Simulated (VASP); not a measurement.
Given:

```
CELL_PARAMETERS angstrom
      4.87793     0.00000     0.00000
      0.00000     4.87793     0.00000
      0.00000     0.00000     4.87793
ATOMIC_POSITIONS crystal
  Si 0.50000 0.50000 0.50000
  Si 0.00000 0.00000 0.00000
  Mo 0.25000 0.00000 0.50000
  Mo 0.50000 0.25000 0.00000
  Mo 0.50000 0.75000 0.00000
  Mo 0.75000 0.00000 0.50000
  Mo 0.00000 0.50000 0.75000
  Mo 0.00000 0.50000 0.25000
```

Level of theory: PBE GGA, VASP's PBE PAW potentials (set 64) (plane waves; VASP). Run with 500 eV cut-off, 6×6×6 Γ-centred mesh, first-order Methfessel-Paxton smearing of 0.10 eV, potentials Si Mo_sv.

The ions, cell shape and volume at an external pressure of 10.0 GPa are relaxed. Give the cell that the relaxation ends in.

```
CELL_PARAMETERS angstrom
      4.84896     0.00000     0.00000
      0.00000     4.84896     0.00000
      0.00000     0.00000     4.84896
ATOMIC_POSITIONS crystal
  Si 0.50000 0.50000 0.50000
  Si 0.00000 0.00000 0.00000
  Mo 0.25000 0.00000 0.50000
  Mo 0.50000 0.25000 0.00000
  Mo 0.50000 0.75000 0.00000
  Mo 0.75000 0.00000 0.50000
  Mo 0.00000 0.50000 0.75000
  Mo 0.00000 0.50000 0.25000
```
Space group Pm-3n (223), at a tolerance of 0.03 Å.

How do energy and volume change from the first to the last step?

The energy (σ→0) changes by +11.8 meV/atom and the volume by -1.8 %, in 3 ionic steps.

The compound is Mo3Si in the A15 structure. This run relaxes it under an external pressure of 10 GPa. Symmetry was kept, so distortions that lower it aren't found.
